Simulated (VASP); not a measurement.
Level of theory: PBE GGA, VASP's PBE PAW potentials (set 64) (plane waves; VASP).

VASP input:

POSCAR:
```
PbSe
1
    0.0000000000     3.0600000000     3.0600000000
    3.0600000000     0.0000000000     3.0600000000
    3.0600000000     3.0600000000     0.0000000000
Pb Se
1 1
Direct
  0.0000000000   0.0000000000   0.0000000000
  0.5000000000   0.5000000000   0.5000000000
```

File KPOINTS:
```
Automatic mesh
0
Gamma
7 7 7
0 0 0
```

### INCAR
```
ISIF = 2
LREAL = F   # projection in real space or not
LASPH = T   # aspherical one-centre terms
ALGO = Normal   # blocked Davidson
SIGMA = 0.05
EDIFF = 1E-6   # SCF stop (eV)
SYSTEM = PbSe
LCHARG = F
LWAVE = F
PREC = Accurate
LMAXMIX = 4
ENCUT = 550
ISMEAR = 0   # Gaussian
GGA = PE   # PBE
NELM = 100
```

POTCAR, in this order: Pb_d Se (PBE.64 set). Program: vasp_std.

What VASP printed:

**OSZICAR**
```
       N       E                     dE             d eps       ncg     rms          rms(c)
DAV:   1     0.159617091435E+03    0.15962E+03   -0.99212E+03   560   0.150E+03
DAV:   2     0.471839619302E+01   -0.15490E+03   -0.15163E+03   578   0.353E+02
DAV:   3    -0.816590259545E+01   -0.12884E+02   -0.12755E+02   758   0.105E+02
DAV:   4    -0.845718051196E+01   -0.29128E+00   -0.29114E+00   600   0.189E+01
DAV:   5    -0.846664768651E+01   -0.94672E-02   -0.94670E-02   798   0.338E+00    0.278E+00
DAV:   6    -0.818089985520E+01    0.28575E+00   -0.75519E-01   776   0.698E+00    0.158E+00
DAV:   7    -0.817643641859E+01    0.44634E-02   -0.12927E-01   636   0.202E+00    0.860E-01
DAV:   8    -0.817979403727E+01   -0.33576E-02   -0.13757E-02   620   0.155E+00    0.150E-01
DAV:   9    -0.817936466860E+01    0.42937E-03   -0.27265E-03   842   0.608E-01    0.532E-02
DAV:  10    -0.817943767588E+01   -0.73007E-04   -0.21526E-04   596   0.109E-01    0.201E-02
DAV:  11    -0.817944409226E+01   -0.64164E-05   -0.74567E-05   730   0.995E-02    0.642E-03
DAV:  12    -0.817944434606E+01   -0.25380E-06   -0.44962E-06   674   0.182E-02
   1 F= -.81794443E+01 E0= -.81794443E+01  d E =-.202059E-10
```

**OUTCAR**
```
------------------------ aborting loop because EDIFF is reached ----------------------------------------
  FORCE on cell =-STRESS in cart. coord.  units (eV):
  Direction    XX          YY          ZZ          XY          YZ          ZX
  --------------------------------------------------------------------------------------
  Total        0.8584646      0.8584646      0.8584646      0.0000000      0.0000000      0.0000000
  in kB       24.0015166     24.0015166     24.0015166      0.0000000      0.0000000      0.0000000
  external PRESSURE =      24.0015166 kB  Pullay stress =       0.0000000 kB
  volume of cell :       57.31
      direct lattice vectors                 reciprocal lattice vectors
     0.000000000  3.060000000  3.060000000    -0.163398693  0.163398693  0.163398693
     3.060000000  0.000000000  3.060000000     0.163398693 -0.163398693  0.163398693
     3.060000000  3.060000000  0.000000000     0.163398693  0.163398693 -0.163398693
  FREE ENERGIE OF THE ION-ELECTRON SYSTEM (eV)
  ---------------------------------------------------
  free  energy   TOTEN  =        -8.1794443461 eV

  energy  without entropy=       -8.1794443460  energy(sigma->0) =       -8.17944435
```
(Selected blocks of OUTCAR.)

The compound is PbSe in the rock salt structure. The cell was not relaxed at this level. The run is one of a series of settings (ENCUT = 550 against the base run), some of them coarse on purpose.
